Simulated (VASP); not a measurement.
Output of a VASP run:

### OSZICAR
```
       N       E                     dE             d eps       ncg     rms          rms(c)
DAV:   1     0.726104958259E+02    0.72610E+02   -0.80506E+03   424   0.161E+03
DAV:   2    -0.307777141111E+01   -0.75688E+02   -0.73718E+02   451   0.294E+02
DAV:   3    -0.831883659387E+01   -0.52411E+01   -0.52208E+01   541   0.695E+01
DAV:   4    -0.838712443320E+01   -0.68288E-01   -0.68279E-01   449   0.899E+00
DAV:   5    -0.838839357575E+01   -0.12691E-02   -0.12691E-02   511   0.109E+00    0.293E+00
DAV:   6    -0.824243626338E+01    0.14596E+00   -0.26355E-01   638   0.974E+00    0.177E+00
DAV:   7    -0.822251296108E+01    0.19923E-01   -0.76465E-02   549   0.223E+00    0.570E-01
DAV:   8    -0.822332891463E+01   -0.81595E-03   -0.11019E-02   456   0.146E+00    0.105E-01
DAV:   9    -0.822373589077E+01   -0.40698E-03   -0.11188E-03   514   0.467E-01    0.530E-02
DAV:  10    -0.822380519355E+01   -0.69303E-04   -0.87260E-05   548   0.108E-01    0.290E-02
DAV:  11    -0.822385913291E+01   -0.53939E-04   -0.83896E-05   441   0.798E-02    0.351E-03
DAV:  12    -0.822385940146E+01   -0.26855E-06   -0.13722E-06   388   0.194E-02
   1 F= -.82238594E+01 E0= -.82238594E+01  d E =-.140983E-10
```

OUTCAR:
```
------------------------ aborting loop because EDIFF is reached ----------------------------------------
  FORCE on cell =-STRESS in cart. coord.  units (eV):
  Direction    XX          YY          ZZ          XY          YZ          ZX
  --------------------------------------------------------------------------------------
  Total        0.9548153      0.9548153      0.9548153     -0.0000000      0.0000000     -0.0000000
  in kB       33.9269322     33.9269322     33.9269322     -0.0000000      0.0000000     -0.0000000
  external PRESSURE =      33.9269322 kB  Pullay stress =       0.0000000 kB
  volume of cell :       45.09
      direct lattice vectors                 reciprocal lattice vectors
     0.000000000  2.825000000  2.825000000    -0.176991150  0.176991150  0.176991150
     2.825000000  0.000000000  2.825000000     0.176991150 -0.176991150  0.176991150
     2.825000000  2.825000000  0.000000000     0.176991150  0.176991150 -0.176991150
  FREE ENERGIE OF THE ION-ELECTRON SYSTEM (eV)
  ---------------------------------------------------
  free  energy   TOTEN  =        -8.2238594015 eV

  energy  without entropy=       -8.2238594014  energy(sigma->0) =       -8.22385940
```
(Selected blocks of OUTCAR.)

**POSCAR**
```
GaAs
1
    0.0000000000     2.8250000000     2.8250000000
    2.8250000000     0.0000000000     2.8250000000
    2.8250000000     2.8250000000     0.0000000000
Ga As
1 1
Direct
  0.0000000000   0.0000000000   0.0000000000
  0.2500000000   0.2500000000   0.2500000000
```

Q: Reconstruct the remaining input files.

A: One answer among several that fit: the input of the run itself, PBE GGA, plane waves, VASP's PBE PAW potentials (set 64).

INCAR:
```
ALGO = Normal
EDIFF = 1E-6
ENCUT = 400
GGA = PE
ISIF = 2
ISMEAR = 0
LASPH = .True.
LCHARG = .False.
LMAXMIX = 4
LREAL = .False.
LWAVE = .False.
NELM = 100
PREC = Accurate
SIGMA = 0.05
SYSTEM = GaAs
```

File KPOINTS:
```
Automatic mesh
0
G
 6 6 6
```

POTCAR, in this order: Ga_d As (PBE.64 set). Program: vasp_std.

The compound is GaAs in the zinc blende structure. The cell was not relaxed at this level.
